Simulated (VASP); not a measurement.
A convergence study with VASP on MgH$_{2}$ (rutile): one setting is varied, all else stays as given below, so the limit is that of these other settings.

```
MgH2
1.0
    4.52000     0.00000     0.00000
    0.00000     4.52000     0.00000
    0.00000     0.00000     3.02000
Mg H
2 4
Direct
  0.00000   0.00000   0.00000
  0.50000   0.50000   0.50000
  0.30400   0.30400   0.00000
  0.80400   0.19600   0.50000
  0.19600   0.80400   0.50000
  0.69600   0.69600   0.00000
```

Method: PBE GGA, VASP's PBE PAW potentials (set 64) (plane waves; VASP). The tightest run used: 550 eV cut-off, 12×12×16 Γ-centred mesh, Gaussian smearing of 0.050 eV, potentials Mg H.

```json
[
 {"setting": "1×1×1 mesh", "E (eV/atom)": "-3.2804", "pressure (GPa)": "-1.15", "largest force (eV/Å)": "1.282", "irreducible k-points": "1"},
 {"setting": "2×2×2 mesh", "E (eV/atom)": "-2.9089", "pressure (GPa)": "0.18", "largest force (eV/Å)": "0.007", "irreducible k-points": "6"},
 {"setting": "2×2×3 mesh", "E (eV/atom)": "-2.9269", "pressure (GPa)": "-0.12", "largest force (eV/Å)": "0.028", "irreducible k-points": "6"}
]
```

**Question.** These are the cheaper rows. Estimate the results at 12×12×16 mesh, and how far the last row shown lies from them.

**Answer.** 
```tsv
quantity	tightest run	last row shown is off by
E (eV/atom)	-2.9422	0.0153
pressure (GPa)	-0.46	0.34
largest force (eV/Å)	0.018	0.010
```

Left out are rungs that failed or repeat a setting and relaxations that didn't move; long series are thinned to 24 rows.

The compound is MgH2 in the rutile structure. The cell was not relaxed at this level, forces remain on its atoms.
